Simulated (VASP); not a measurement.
A run of VASP 6.6.1:

File INCAR:

```
SYSTEM = BiSbS4
  PREC = Accurate
  ENCUT = 520
  EDIFF = 1E-7
  ISMEAR = 0
  SIGMA = 0.1
  LREAL = .False.
  LASPH = .True.
  NELM = 120
  ALGO = Normal
  ISIF = 3
  LWAVE = .False.
  LCHARG = .False.
  GGA = PE
  IBRION = 2
  NSW = 60
  EDIFFG = -0.005
  POTIM = 0.3
  KPAR = 8
```

Contents of KPOINTS:

```
regular mesh
0
Gamma
  6 8 6
  0 0 0
```

File POSCAR:

```
BiSbS4                                  
1.0
    6.6281962350      0.0000000000      0.0557414521
    0.0000000000      3.8150932337      0.0000000000
   -0.1145644933      0.0000000000      6.8079842043
  Sb              Bi              S             
     1     1     4
Direct
     0.0000000000000000    0.5000000000000000    0.0000000000000000
     0.0000000000000000    1.0000000000000000    0.5000000000000000
     0.7739225340081589    1.0000000000000000    0.1421528828935145
     0.2260774659918411    1.0000000000000000    0.8578471171064854
     0.2301532331173583    0.5000000000000000    0.2935261099566548
     0.7698467668826415    0.5000000000000000    0.7064738900433450
```

Potentials or basis: VASP PAW PBE potentials, release 64 (Sb, Bi_d, S).

The run is started by

```bash
$ cat potpaw_PBE.64/Sb/POTCAR potpaw_PBE.64/Bi_d/POTCAR potpaw_PBE.64/S/POTCAR > POTCAR
$ mpirun -np 8 vasp_std > vasp.out
```

Hardware: 8 MPI ranks on Intel(R) Xeon(R) 6975P-C (Granite Rapids) (shared host).

Task: Estimate the wall time of this run.

Result: Wall time 3.1 min on 8 MPI ranks on Intel(R) Xeon(R) 6975P-C (Granite Rapids), with other jobs on the host, peak memory 0.62 GiB a rank. Counts: scf iterations 55, k points 100, ion steps 7.
